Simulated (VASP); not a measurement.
Runs of VASP 6.6.1 on RuSe. Symmetry: F-43m, No. 216, cubic system. The conventional cell has a = 5.813 Å, b = 5.813 Å, c = 5.813 Å, α = 90.00°, β = 90.00°, γ = 90.00°. Around Ru (site symmetry -43m) lie 4 Se at 2.52 Å. Se (site symmetry -43m) has 4 Ru at 2.52 Å as nearest neighbours. The cell comes from a database or a generator and needn't be the stable form of this composition.

```tsv
level	spin	U	fixed moment (μB)	further INCAR settings	gap on the mesh (eV)	pressure (GPa)	moment (μB)
PBE	collinear, random start	-	-	ALGO = Normal; EDIFF = 1e-06	none	-12.7	0.00
PBE	collinear, ferromagnetic start	-	-	ALGO = Normal; EDIFF = 1e-06	none	-12.7	0.00
PBE	collinear, ferromagnetic start	-	2	ALGO = Fast; EDIFF = 1e-06	-	-6.9	2.00
PBE	collinear, zero start	-	-	ALGO = Normal; EDIFF = 1e-06	none	-12.7	0.00
PBE+U	collinear, random start	Ru d U = 4 eV	-	ALGO = Normal; EDIFF = 1e-06	none	(a)	1.99
```

Alike in all rows: task single point; potentials or basis VASP PAW PBE potentials, release 64 (Ru_pv, Se); cell as given; k mesh 6 × 6 × 6; cutoff (eV) 520; smearing gaussian 0.05 eV.

Q: Estimate the missing entries.

A: (a) 0.4.

Caveats: the total moment is fixed, so each spin has its own Fermi level (some runs).

A k mesh can miss the band edges, and the runs leave out spin-orbit coupling on Ru, Se.

A gap of «none» marks a metal or a gap under the smearing width.
